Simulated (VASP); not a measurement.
# BaMg2B2 (I4/mmm) in VASP: notebook

The runs below take BaMg2B2 through single point, relaxation of cell and atoms, with PBE.

All numbers are computed with VASP 6.6.1; they aren't measurements. Logs are shortened: lines on timing, memory, paths and dates and some standing lists are left out, and cuts for length are marked.

## (1) Starting point

Symmetry: I4/mmm, No. 139, tetragonal system. Conventional cell: a = 4.441 Å, b = 4.441 Å, c = 9.281 Å, α = 90.00°, β = 90.00°, γ = 90.00°. Ba (site symmetry 4/mmm) has 8 Mg at 3.21 Å and 8 B at 3.25 Å as nearest neighbours. Around Mg (site symmetry -4m2) lie 4 B at 2.68 Å. Around B (site symmetry 4mm) lie 1 B at 1.65 Å.

The cell was built by a generator and needn't be a form met in nature.

## (2) Single point, PBE

Input file INCAR:

```
  ALGO = Normal
  EDIFF = 1E-7
  ENCUT = 520
  GGA = PE
  ISIF = 2
  ISMEAR = -1
  LASPH = True
  LCHARG = False
  LREAL = False
  LWAVE = False
  NBANDS = 18
  NELM = 80
  PREC = Accurate
  SIGMA = 0.1
```

Input file KPOINTS:

```
k-points
0
Gamma
  7 7 7
```

Input file POSCAR:

```
BaMg2B2
1.0
    0.0000000000      4.4414844848     -0.0000002142
    4.4414844848      0.0000000000     -0.0000002142
    2.2207420186      2.2207420186     -4.6403223325
Ba Mg B
1 2 2
Direct
    0.0000000000      0.0000000000      0.0000000000
    0.7500000000      0.2500000000      0.5000000000
    0.2500000000      0.7500000000      0.5000000000
    0.4109075374      0.4109075374      0.1781849251
    0.5890924626      0.5890924626      0.8218150749
```

Potentials or basis: VASP PAW PBE potentials, release 64 (Ba_sv, Mg, B).

The run is started by

```bash
cat potpaw_PBE.64/Ba_sv/POTCAR potpaw_PBE.64/Mg/POTCAR potpaw_PBE.64/B/POTCAR > POTCAR
mpirun -np 1 vasp_std > vasp.out
```

OUTCAR:

```text
EDIFF = 1E-7
   ENCUT = 520
   GGA = PE
   ISIF = 2
   ISMEAR = -1
   LASPH = True
   LREAL = False
   NELM = 80
   PREC = Accurate

 ion  position               nearest neighbor table
   1  0.000  0.000  0.000-   2 3.21   3 3.21   2 3.21   3 3.21   2 3.21   3 3.21   2 3.21   3 3.21
                             4 3.25   5 3.25   5 3.25   4 3.25   5 3.25   4 3.25   5 3.25   4 3.25
   2  0.750  0.250  0.500-   4 2.68   5 2.68   5 2.68   4 2.68   3 3.14   3 3.14   3 3.14   3 3.14
                             1 3.21   1 3.21   1 3.21   1 3.21
   3  0.250  0.750  0.500-   4 2.68   5 2.68   5 2.68   4 2.68   2 3.14   2 3.14   2 3.14   2 3.14
                             1 3.21   1 3.21   1 3.21   1 3.21
   4  0.411  0.411  0.178-   5 1.65   3 2.68   2 2.68   3 2.68   2 2.68   1 3.25   1 3.25   1 3.25
                             1 3.25
   5  0.589  0.589  0.822-   4 1.65   2 2.68   3 2.68   3 2.68   2 2.68   1 3.25   1 3.25   1 3.25
                             1 3.25

  LATTYP: Found a body centered tetragonal cell.
 ALAT       =     4.4414844848
 C/A-ratio  =     2.0895365656

  Lattice vectors:

 A1 = (  -2.2207420186,   2.2207424662,   4.6403221183)
 A2 = (   2.2207424662,  -2.2207420186,   4.6403221183)
 A3 = (   2.2207420186,   2.2207420186,  -4.6403223325)

Analysis of symmetry for initial positions (statically):
=====================================================================
 Subroutine PRICEL returns:
 Original cell was already a primitive cell.

 Routine SETGRP: Setting up the symmetry group for a
 body centered tetragonal supercell.

 Subroutine GETGRP returns: Found 16 space group operations
 (whereof 16 operations were pure point group operations)
 out of a pool of 16 trial point group operations.

The static configuration has the point symmetry D_4h.

Analysis of symmetry for dynamics (positions and initial velocities):
=====================================================================
 Subroutine PRICEL returns:
 Original cell was already a primitive cell.

 Routine SETGRP: Setting up the symmetry group for a
 body centered tetragonal supercell.

 Subroutine GETGRP returns: Found 16 space group operations
 (whereof 16 operations were pure point group operations)
 out of a pool of 16 trial point group operations.

The dynamic configuration has the point symmetry D_4h.

 Subroutine INISYM returns: Found 16 space group operations
 (whereof 16 operations are pure point group operations),
 and found     1 'primitive' translations

----------------------------------------------------------------------------------------

                                     Primitive cell

  volume of cell :      91.5386

  direct lattice vectors                    reciprocal lattice vectors
     0.000000000  4.441484485 -0.000000214     0.000000005  0.225149953  0.107751130
     4.441484485  0.000000000 -0.000000214     0.225149953  0.000000005  0.107751130
     2.220742019  2.220742019 -4.640322333    -0.000000010 -0.000000010 -0.215502281

  length of vectors
     4.441484485  4.441484485  5.603211720     0.249605303  0.249605303  0.215502281

  position of ions in fractional coordinates (direct lattice)
     0.000000000  0.000000000  0.000000000
     0.750000000  0.250000000  0.500000000
     0.250000000  0.750000000  0.500000000
     0.410907537  0.410907537  0.178184925
     0.589092463  0.589092463  0.821815075

  ion indices of the primitive-cell ions
   primitive index   ion index
                 1           1
                 2           2
                 3           3
                 4           4
                 5           5

----------------------------------------------------------------------------------------

 KPOINTS: k-points

Automatic generation of k-mesh.
 Grid dimensions read from file:
 generate k-points for:    7    7    7

 Generating k-lattice:

  Cartesian coordinates                     Fractional coordinates (reciprocal lattice)
     0.000000001  0.032164279  0.015393019     0.142857143  0.000000000  0.000000000
     0.032164279  0.000000001  0.015393019     0.000000000  0.142857143  0.000000000
    -0.000000001 -0.000000001 -0.030786040     0.000000000  0.000000000  0.142857143

  Length of vectors
     0.035657900  0.035657900  0.030786040

  Shift w.r.t. Gamma in fractional coordinates (k-lattice)
     0.000000000  0.000000000  0.000000000

 Subroutine IBZKPT returns following result:
 ===========================================

 Found     40 irreducible k-points:

 Following reciprocal coordinates:
            Coordinates               Weight
  0.000000  0.000000  0.000000      1.000000
  0.142857  0.000000 -0.000000      8.000000
  0.285714  0.000000  0.000000      8.000000
  0.428571  0.000000  0.000000      8.000000
  0.142857  0.142857 -0.000000      8.000000
  0.285714  0.142857  0.000000     16.000000
[... 16 lines left out ...]
  0.285714  0.285714  0.142857      8.000000
  0.428571  0.285714  0.142857     16.000000
 [... further k-points ...]
   k-points           NKPTS =     40   k-points in BZ     NKDIM =     40   number of bands    NBANDS=     18
   number of dos      NEDOS =    301   number of ions     NIONS =      5
   total plane-waves  NPLWV =  54432
   dimension x,y,z NGX =    36 NGY =   36 NGZ =   42
   dimension x,y,z NGXF=    72 NGYF=   72 NGZF=   84
   ions per type =               1   2   2
   NGX,Y,Z   is equivalent  to a cutoff of  13.47, 13.47, 12.46 a.u.
   NGXF,Y,Z  is equivalent  to a cutoff of  26.95, 26.95, 24.92 a.u.
 SYSTEM =  unknown system
   PREC   = accura    normal or accurate (medium, high low for compatibility)
   ISTART =      0    job   : 0-new  1-cont  2-samecut
   ICHARG =      2    charge: 1-file 2-atom 10-const
   ISPIN  =      1    spin polarized calculation?
   LNONCOLLINEAR =      F non collinear calculations
   LSORBIT =      F    spin-orbit coupling
   LASPH  =      T    aspherical Exc in radial PAW
   ENCUT  =  520.0 eV  38.22 Ry    6.18 a.u.   8.26  8.26 10.42*2*pi/ulx,y,z
   NELM   =     80;   NELMIN=  2; NELMDL= -5     # of ELM steps
   EDIFF  = 0.1E-06   stopping-criterion for ELM
   LREAL  =      F    real-space projection
   EDIFFG = 0.1E-05   stopping-criterion for IOM
   NSW    =      0    number of steps for IOM
   IBRION =     -1    ionic relax: 0-MD 1-quasi-New 2-CG
   NFREE  =      0    steps in history (QN), initial steepest desc. (CG)
   ISIF   =      2    stress and relaxation
   ISYM   =      2    0-nonsym 1-usesym 2-fastsym
   POTIM  = 0.5000    time-step for ionic-motion
   TEBEG  =    0.0;   TEEND  =   0.0 temperature during run
   PSTRESS=    0.0 pullay stress
   NELECT =      20.0000    total number of electrons
   NUPDOWN=      -1.0000    fix difference up-down
   EMIN   =  10.00;   EMAX   =-10.00  energy-range for DOS
   EFERMI =   0.00;   METHOD = LEGACY
   ISMEAR =    -1;   SIGMA  =   0.10  broadening in eV -4-tet -1-fermi 0-gaus
   EFERMI_NEDOS =   21; number of points for ismear=-14 and -15
   IALGO  =     38    algorithm
   IMIX   =      4    mixing-type and parameters
     AMIX     =   0.40;   BMIX     =  1.00
     AMIX_MAG =   1.60;   BMIX_MAG =  1.00
  volume/ion in A,a.u.               =      18.31       123.55
  Fermi-wavevector in a.u.,A,eV,Ry     =   0.986015  1.863297 13.227922  0.972225
  Thomas-Fermi vector in A             =   2.117364
   LORBIT       =      0    0 simple, 1 ext, 2 COOP (PROOUT), +10 PAW based schemes
   GGA     = PE    functional components
   LHFCALC =     F    Hartree Fock is set to
   AEXX    =    0.0000 exact exchange contribution
   IVDW    =     0    specifies the selected vdW correction
   LEPSILON=     F    determine dielectric tensor
   LRPA    =     F    only Hartree local field effects (RPA)
 non-spin polarized calculation
  energy-cutoff  :      520.00
  volume of cell :       91.54
 maximum number of plane-waves:      2493
 NGX is ok and might be reduce to    36
   NGX = 17   NGY = 17   NGZ = 21

 number of electron      20.0000000 magnetization

 Free energy of the ion-electron system (eV)
  ---------------------------------------------------
  ext. energy  EPLUGINS =         0.00000000
  ---------------------------------------------------
  free energy    TOTEN  =       -16.88083380 eV

  energy without entropy =      -16.82539425  energy(sigma->0) =      -16.85311402

 E-fermi :   3.7329     XC(G=0):  -9.6299

 val. band max:        3.6948733638   @ k =   0.4286   0.1429   0.0000
 cond. band min:       3.7487412678   @ k =   0.2857   0.0000   0.0000
 fundamental gap:      0.0538679040
 Fermi energy:         3.7328795861

 k-point     1 :       0.0000    0.0000    0.0000
  band No.  band energies     occupation
      1     -23.9159      2.00000
      2      -9.5716      2.00000
      3      -9.1023      2.00000
      4      -9.1023      2.00000
      5      -5.0018      2.00000
      6      -0.5760      2.00000
[... 10 lines left out ...]
     17       7.9107      0.00000
     18       9.7150      0.00000

 k-point     2 :       0.1429    0.0000   -0.0000
  band No.  band energies     occupation
      1     -23.9118      2.00000
      2      -9.5795      2.00000
      3      -9.2105      2.00000
      4      -9.0934      2.00000
      5      -4.7774      2.00000
      6      -0.8229      2.00000
[... 10 lines left out ...]
     17       8.0601      0.00000
     18       9.1571      0.00000

 k-point     3 :       0.2857    0.0000    0.0000
  band No.  band energies     occupation
      1     -23.9024      2.00000
      2      -9.6045      2.00000
      3      -9.4200      2.00000
      4      -9.0730      2.00000
      5      -4.2463      2.00000
      6      -1.3195      2.00000
[... 412 lines left out ...]
 k-point    23 :       0.2857    0.2857    0.1429
  band No.  band energies     occupation
      1     -23.8904      2.00000
      2      -9.5766      2.00000
      3      -9.3889      2.00000
      4      -9.3078      2.00000
      5      -4.1123      2.00000
      6      -1.1637      2.00000
[... 10 lines left out ...]
     17       9.7218      0.00000
     18       9.8115      0.00000

 k-point    24 :       0.4286    0.2857    0.1429
  band No.  band energies     occupation
      1     -23.8834      2.00000
      2      -9.5869      2.00000
      3      -9.4778      2.00000
      4      -9.3064      2.00000
      5      -4.0354      2.00000
      6      -1.2888      2.00000
[... 10 lines left out ...]
     17       9.1745      0.00000
     18       9.8394      0.00000

 [... further k-points ...]

------------------------ aborting loop because EDIFF is reached ----------------------------------------

  FORCE on cell =-STRESS in cart. coord.  units (eV):
  Direction    XX          YY          ZZ          XY          YZ          ZX
  --------------------------------------------------------------------------------------
  -------------------------------------------------------------------------------------
  Total        0.2384671      0.2384671      0.2014135      0.0000000     -0.0000000     -0.0000000
  in kB        4.1738293      4.1738293      3.5252894      0.0000000     -0.0000000     -0.0000000
  external PRESSURE =       3.9576493 kB  Pullay stress =       0.0000000 kB

 VOLUME and BASIS-vectors are now :
 -----------------------------------------------------------------------------
  energy-cutoff  :      520.00
  volume of cell :       91.54
      direct lattice vectors                 reciprocal lattice vectors
     0.000000000  4.441484485 -0.000000214     0.000000005  0.225149953  0.107751130
     4.441484485  0.000000000 -0.000000214     0.225149953  0.000000005  0.107751130
     2.220742019  2.220742019 -4.640322333    -0.000000010 -0.000000010 -0.215502281

 POSITION                                       TOTAL-FORCE (eV/Angst)
 -----------------------------------------------------------------------------------
      0.00000      0.00000      0.00000         0.000000     -0.000000      0.000000
      2.22074      4.44148     -2.32016         0.000000     -0.000000      0.000000
      4.44148      2.22074     -2.32016        -0.000000      0.000000     -0.000000
      2.22074      2.22074     -0.82684        -0.000000     -0.000000     -0.027649
      4.44148      4.44148     -3.81349         0.000000      0.000000      0.027649
 -----------------------------------------------------------------------------------
    total drift:                                0.000000      0.000000     -0.000000

  FREE ENERGIE OF THE ION-ELECTRON SYSTEM (eV)
  ---------------------------------------------------
  free  energy   TOTEN  =       -16.8808337987 eV

  energy  without entropy=      -16.8253942503  energy(sigma->0) =      -16.85311402
```

Run time: 43 s. Hardware: 1 thread of Intel Xeon 6975P-C (Granite Rapids), shared host; peak memory 0.26 GiB.

Results:

| Item | Value |
| --- | --- |
| Free energy | -16.8808 eV |
| Pressure | 0.4 GPa |
| Largest force | 0.028 eV/Å |
| Band gap on the k mesh | none (metal or under the smearing width) |

Forces in eV/Å, atoms in the order of the input:
```
Ba   0.000  0.000  0.000
Mg   0.000  0.000  0.000
Mg   0.000  0.000  0.000
B    0.000  0.000 -0.028
B    0.000  0.000  0.028
```

Levels at points of the mesh, in eV from the Fermi level:
| k point | band 7 | band 8 | band 9 | band 10 | band 11 | band 12 | band 13 | band 14 |
| --- | --- | --- | --- | --- | --- | --- | --- | --- |
| (0.00, 0.00, 0.00) | -3.62 | -0.90 | -0.90 | -0.58 | -0.58 | 0.09 | 2.91 | 3.00 |

The run has no spin-orbit coupling, so splittings on Ba are missing.

## (3) Relaxation of cell and atoms, PBE

This run uses another cell than the first one, of 19.59 Å³/atom, 1.070 times its volume.

Input file INCAR:

```
  PREC = Accurate
  ENCUT = 600
  EDIFF = 1E-6
  ISMEAR = -1
  SIGMA = 0.1
  LREAL = False
  LASPH = True
  NELM = 60
  ALGO = Fast
  ISIF = 3
  LWAVE = False
  LCHARG = False
  GGA = PE
  IBRION = 2
  NSW = 60
  EDIFFG = -0.03
```

Input file KPOINTS:

```
regular mesh
0
Gamma
  7 7 7
```

Input file POSCAR:

```
BaMg2B2
1.0
    0.0000000000      4.3468310000      0.0000000000
    4.3468310000      0.0000000000      0.0000000000
    2.1734150000      2.1734150000     -5.1834790000
Ba Mg B
1 2 2
Direct
    0.0000000000      0.0000000000      0.0000000000
    0.7500000000      0.2500000000      0.5000000000
    0.2500000000      0.7500000000      0.5000000000
    0.3880000000      0.3880000000      0.2240000000
    0.6120000000      0.6120000000      0.7760000000
```

Potentials or basis: VASP PAW PBE potentials, release 64 (Ba_sv, Mg, B).

The run is started by

```bash
cat potpaw_PBE.64/Ba_sv/POTCAR potpaw_PBE.64/Mg/POTCAR potpaw_PBE.64/B/POTCAR > POTCAR
mpirun -np 1 vasp_std > vasp.out
```

It took 6.7 min on 1 thread of Intel Xeon 6975P-C (Granite Rapids), shared host; peak memory 0.31 GiB.

Results (log left out):

```
Free energy                            : -16.8829 eV
Relaxed volume                         : 18.45 Å³/atom
Relaxed cell                           : a = 4.443 Å, b = 4.443 Å, c = 5.630 Å, α = 66.76°, β = 66.76°, γ = 90.00°
Space group after relaxing (to 0.05 Å) : I4/mmm (No. 139)
Energy gained by relaxing              : 197.1 meV/atom
Ionic steps                            : 12
Pressure after relaxing                : 0.0 GPa
Band gap on the k mesh                 : none (metal or under the smearing width)
```

Stress tensor (GPa, compression positive):
```
 0.12  0.00  0.00
 0.00  0.12  0.00
 0.00  0.00 -0.23
```

The path:
```csv
step,energy change (eV),largest force (eV/Å),pressure (GPa),volume (Å³)
1,0.0000,1.2736,-2.54,97.94
2,-0.2898,1.7112,-1.06,93.58
3,-0.6498,1.1371,10.30,81.05
4,-0.6363,1.7714,2.27,87.81
5,-0.7666,1.0264,5.46,84.40
6,-0.8606,0.4942,5.73,85.10
7,-0.8609,0.3992,5.70,85.07
8,-0.9421,0.2097,3.14,87.91
9,-0.9819,0.1342,-0.82,93.51
10,-0.9850,0.0663,-0.12,92.37
11,-0.9850,0.0579,-0.01,92.22
12,-0.9853,0.0016,0.00,92.24
```

Final structure:
```
CELL_PARAMETERS angstrom
0.00000 4.44328 0.00000
4.44328 0.00000 0.00000
2.22164 2.22164 -4.67202
ATOMIC_POSITIONS crystal
Ba 0.00000 0.00000 0.00000
Mg 0.75000 0.25000 0.50000
Mg 0.25000 0.75000 0.50000
B 0.41130 0.41130 0.17739
B 0.58870 0.58870 0.82261
```

Levels at points of the mesh, in eV from the Fermi level:
| k point | band 6 | band 7 | band 8 | band 9 | band 10 | band 11 | band 12 | band 13 | band 14 |
| --- | --- | --- | --- | --- | --- | --- | --- | --- | --- |
| (0.00, 0.00, 0.00) | -4.32 | -3.62 | -0.87 | -0.87 | -0.56 | -0.56 | 0.12 | 2.90 | 3.03 |

Spin-orbit coupling is left out, which matters for the levels of Ba.
